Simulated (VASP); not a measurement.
## Al2B2N4 (ordered alloy cell): computed properties

These are PBEsol GGA, VASP's PBE PAW potentials (set 64) (plane waves; VASP 6.6.1) values and carry that method's errors.

```yaml
space_group: R3m (160)
cell: a = b = 2.8430 Å, c = 27.9768 Å, α = β = 90.00°, γ = 120.00°
volume_per_atom: 8.16 Å³/atom
band gap (over mesh and band path): 2.77 eV
smallest direct gap (over mesh and band path): 3.64 eV
band_edge_character: indirect, Γ to F
density: 3.35 g/cm³
```

```
CELL_PARAMETERS angstrom
      0.00000     2.01033     2.01033
      2.01033     0.00000     2.01033
      8.06458     8.06458    -0.02327
ATOMIC_POSITIONS crystal
  B  0.98901 0.98901 0.00824
  B  0.02792 0.02792 0.22906
  N  0.24674 0.24674 0.06495
  N  0.28800 0.28800 0.28400
  N  0.24417 0.24417 0.56688
  N  0.20614 0.20614 0.84540
  Al 0.01863 0.01863 0.48603
  Al 0.97940 0.97940 0.76545
```

The structure was generated: Al2B2N4 was put into an ordered model structure (R3m), which need not be its known phase. It was relaxed first. Symmetry was kept, so distortions that lower it aren't found.
